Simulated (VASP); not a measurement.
Rh (fcc): the lattice constant a from VASP (plane waves, PAW) at several levels of theory. Static lattice.

```
level   lattice constant a (Å)  error against measurement
------  ----------------------  -------------------------
LDA                      3.757                     -1.0 %
PBE                      3.831                     +1.0 %
PBEsol                   3.780                     -0.4 %
SCAN                     3.787                     -0.2 %
r2SCAN                   3.806                     +0.3 %
```

Measured: 3.794 Å at 0 K (as given by Daniel Mejia-Rodriguez et al., Physical Review B (2018), arXiv:1807.09216; static lattice: zero-point anharmonic expansion removed).

The cell of the LDA run:

```
Rh
1.0
    0.00000     1.87872     1.87872
    1.87872     0.00000     1.87872
    1.87872     1.87872     0.00000
Rh
1
Direct
  0.00000   0.00000   0.00000
```

Only levels that ran to the end are used. Left out are those held back, those with too coarse a band path, GW runs whose mesh misses a band edge, hybrids' fits of cells that aren't cubic and levels without matching references; a question may draw on a part of the rest.

The compound is Rh in the fcc structure.
